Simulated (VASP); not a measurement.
MgTe (wurtzite):

```xyz
4
Lattice="2.2750 -3.9404 0.0000 2.2750 3.9404 0.0000 0.0000 0.0000 7.3900" Properties=species:S:1:pos:R:3 pbc="T T T"
Mg     2.2750    -1.3135     3.6950
Mg     2.2750     1.3135     0.0000
Te     2.2750    -1.3135     6.4736
Te     2.2750     1.3135     2.7786
```

The lowest empty band near Γ, direction in plane, from PBE with spin-orbit coupling in VASP (PAW); its two spin partners are averaged. The gap over the points computed is 2.28 eV, and the next band on that side lies 0.46 eV away at the edge.

Numerical set-up: 400 eV cut-off, 6×6×4 Γ-centred mesh, Gaussian smearing of 0.050 eV, potentials Mg Te.

```json
[
 {"distance from the edge in k (1/Å)": "0.012", "distance in energy (meV)": "3.0"},
 {"distance from the edge in k (1/Å)": "0.018", "distance in energy (meV)": "6.9"},
 {"distance from the edge in k (1/Å)": "0.025", "distance in energy (meV)": "13.4"},
 {"distance from the edge in k (1/Å)": "0.035", "distance in energy (meV)": "26.1"},
 {"distance from the edge in k (1/Å)": "0.050", "distance in energy (meV)": "52.7"},
 {"distance from the edge in k (1/Å)": "0.070", "distance in energy (meV)": "100.8"}
]
```

Fit E(1 + αE) = ħ²k²/2m* (ħ²/2m0 = 3.810 eV Å²) and predict the row at 0.095 1/Å.

Least squares on the energies gives the electron mass m* = 0.176 m0 and α = 0.50 per eV, and so 179.1 meV. The run gave 178.6 meV, -0.5 meV from the fit.

Left out are points under 3 meV from the edge, since the levels carry 0.1 meV, and points farther than half the way to the next band.

The compound is MgTe in the wurtzite structure. The cell was not relaxed at this level.
